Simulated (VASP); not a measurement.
All values below come from PBE GGA, VASP's PBE PAW potentials (set 64) (plane waves; VASP).

The input files of a VASP run:

**POSCAR**
```
TiC
1
    0.0000000000     2.1671127213     2.1671127213
    2.1671127213     0.0000000000     2.1671127213
    2.1671127213     2.1671127213     0.0000000000
Ti C
1 1
Direct
  0.0000000000   0.0000000000   0.0000000000
  0.5000000000   0.5000000000   0.5000000000
```

### INCAR
```
# general
SYSTEM  = TiC
PREC    = Normal
ENCUT   = 450   # plane-wave cut-off (eV)
LREAL   = F
LASPH   = T

# electronic loop
EDIFF   = 1E-5   # SCF stop (eV)
NELM    = 100   # most electronic steps
NELMIN  = 4
ALGO    = Fast
LMAXMIX = 4

# smearing
ISMEAR  = 1
SIGMA   = 0.1

# functional
GGA     = PE

# ions
IBRION  = 2   # conjugate gradients
NSW     = 20
ISIF    = 2
EDIFFG  = -0.03   # ionic stop

# output
LWAVE   = F
LCHARG  = F
```

KPOINTS:
```
Automatic mesh
0
G
16 16 16
0 0 0
```

POTCAR, in this order: Ti_sv C (PBE.64 set). Program: vasp_std.

The resulting files:

**OSZICAR**
```
       N       E                     dE             d eps       ncg     rms          rms(c)
DAV:   1     0.108079689139E+03    0.10808E+03   -0.77485E+03  3484   0.145E+03
DAV:   2    -0.148505329161E+02   -0.12293E+03   -0.11691E+03  3616   0.359E+02
DAV:   3    -0.239034693627E+02   -0.90529E+01   -0.85900E+01  4640   0.927E+01
DAV:   4    -0.243108087803E+02   -0.40734E+00   -0.40679E+00  4444   0.190E+01
DAV:   5    -0.243244404429E+02   -0.13632E-01   -0.13631E-01  4740   0.305E+00    0.187E+01
RMM:   6    -0.190931438945E+02    0.52313E+01   -0.26977E+01  4229   0.467E+01    0.555E+00
RMM:   7    -0.185841783521E+02    0.50897E+00   -0.26168E+00  4077   0.186E+01    0.429E+00
RMM:   8    -0.186727552603E+02   -0.88577E-01   -0.11543E+00  4721   0.567E+00    0.302E+00
RMM:   9    -0.186876981396E+02   -0.14943E-01   -0.29404E-01  4408   0.439E+00    0.595E-01
RMM:  10    -0.187030145307E+02   -0.15316E-01   -0.15544E-01  4948   0.232E+00    0.670E-01
RMM:  11    -0.187070995161E+02   -0.40850E-02   -0.42985E-02  5080   0.123E+00    0.588E-01
RMM:  12    -0.187083641528E+02   -0.12646E-02   -0.19659E-02  4450   0.105E+00    0.244E-01
RMM:  13    -0.187087631890E+02   -0.39904E-03   -0.82035E-03  5151   0.567E-01    0.210E-01
RMM:  14    -0.187092819004E+02   -0.51871E-03   -0.65119E-03  4688   0.521E-01    0.107E-02
RMM:  15    -0.187095361695E+02   -0.25427E-03   -0.27518E-03  4490   0.285E-01    0.269E-02
RMM:  16    -0.187096909495E+02   -0.15478E-03   -0.17117E-03  4162   0.186E-01    0.673E-03
RMM:  17    -0.187097649517E+02   -0.74002E-04   -0.84392E-04  3785   0.134E-01    0.402E-03
RMM:  18    -0.187098272120E+02   -0.62260E-04   -0.69073E-04  3533   0.105E-01    0.413E-03
RMM:  19    -0.187098591341E+02   -0.31922E-04   -0.37589E-04  3305   0.872E-02    0.301E-03
RMM:  20    -0.187098869690E+02   -0.27835E-04   -0.31748E-04  3302   0.779E-02    0.551E-03
RMM:  21    -0.187099022367E+02   -0.15268E-04   -0.18805E-04  2942   0.638E-02    0.192E-03
RMM:  22    -0.187099161184E+02   -0.13882E-04   -0.16190E-04  2666   0.535E-02    0.180E-03
RMM:  23    -0.187099237176E+02   -0.75992E-05   -0.97554E-05  2613   0.479E-02
   1 F= -.18709924E+02 E0= -.18709750E+02  d E =-.187099E+02
```

**OUTCAR**
```
------------------------ aborting loop because EDIFF is reached ----------------------------------------
  FORCE on cell =-STRESS in cart. coord.  units (eV):
  Direction    XX          YY          ZZ          XY          YZ          ZX
  --------------------------------------------------------------------------------------
  Total       -0.0633945     -0.0633945     -0.0633945      0.0000000      0.0000000      0.0000000
  in kB       -4.9898485     -4.9898485     -4.9898485      0.0000000      0.0000000      0.0000000
  external PRESSURE =      -4.9898485 kB  Pullay stress =       0.0000000 kB
  volume of cell :       20.36
      direct lattice vectors                 reciprocal lattice vectors
     0.000000000  2.167112721  2.167112721    -0.230721732  0.230721732  0.230721732
     2.167112721  0.000000000  2.167112721     0.230721732 -0.230721732  0.230721732
     2.167112721  2.167112721  0.000000000     0.230721732  0.230721732 -0.230721732
 POSITION                                       TOTAL-FORCE (eV/Angst)
 -----------------------------------------------------------------------------------
      0.00000      0.00000      0.00000         0.000000     -0.000000      0.000000
      2.16711      2.16711      2.16711        -0.000000      0.000000     -0.000000
 -----------------------------------------------------------------------------------
    total drift:                                0.000000     -0.000000     -0.000000
  FREE ENERGIE OF THE ION-ELECTRON SYSTEM (eV)
  ---------------------------------------------------
  free  energy   TOTEN  =       -18.7099237176 eV

  energy  without entropy=      -18.7094032019  energy(sigma->0) =      -18.70975021

 reached required accuracy - stopping structural energy minimisation
```
(Selected blocks of OUTCAR.)

At this cut-off the stress carries a Pulay error, which pulls relaxed volumes low.

The compound is TiC in the rock salt structure. It was relaxed first.
